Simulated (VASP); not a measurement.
Input:

```yaml
crystal:
  lattice:
    - [6.45965, 0.00000, 0.00000]
    - [3.22982, 5.59422, 0.00000]
    - [0.00000, 0.00000, 21.85880]
  atoms:
    - { symbol: Zr, position: [0.82503, 0.33476, 0.32711] }
    - { symbol: Zr, position: [0.34021, 0.33476, 0.32711] }
    - { symbol: Zr, position: [0.82750, 0.84500, 0.32611] }
    - { symbol: Zr, position: [0.33280, 0.83440, 0.33087] }
    - { symbol: Zr, position: [0.99835, 0.00274, 0.43955] }
    - { symbol: Zr, position: [0.49892, 0.00274, 0.43955] }
    - { symbol: Zr, position: [0.99928, 0.50144, 0.43312] }
    - { symbol: Zr, position: [0.49924, 0.50152, 0.44169] }
    - { symbol: Zr, position: [0.82021, 0.34822, 0.56017] }
    - { symbol: Zr, position: [0.33157, 0.34822, 0.56017] }
    - { symbol: Zr, position: [0.82180, 0.85640, 0.55795] }
    - { symbol: Zr, position: [0.32462, 0.85076, 0.56760] }
    - { symbol: Zr, position: [0.99328, 0.00948, 0.67915] }
    - { symbol: Zr, position: [0.49724, 0.00948, 0.67915] }
    - { symbol: Zr, position: [0.99204, 0.51592, 0.66356] }
    - { symbol: Zr, position: [0.49184, 0.51633, 0.68144] }
    - { symbol: S, position: [0.32275, 0.85450, 0.76017] }
```

Calculation: PBE GGA, VASP's PBE PAW potentials (set 64) (plane waves; VASP). Run with PREC = Normal, 400 eV cut-off, 5×5×1 Γ-centred mesh, first-order Methfessel-Paxton smearing of 0.10 eV, potentials Zr_sv S.

What does the run give for the energy per atom (σ→0), band gap (on the k-mesh) with the smallest direct gap where there is one?

```
Property                                                    Result
------------------------  ----------------------------------------
band gap (on the k-mesh)  none (metal, semimetal or under 0.01 eV)
energy per atom (σ→0)                               -8.037 eV/atom
```

The absolute energy has meaning only against runs of the same code, potentials and settings.

The cell is a thin slab with vacuum, built from Zr (hcp): (001) face, S adsorbed.
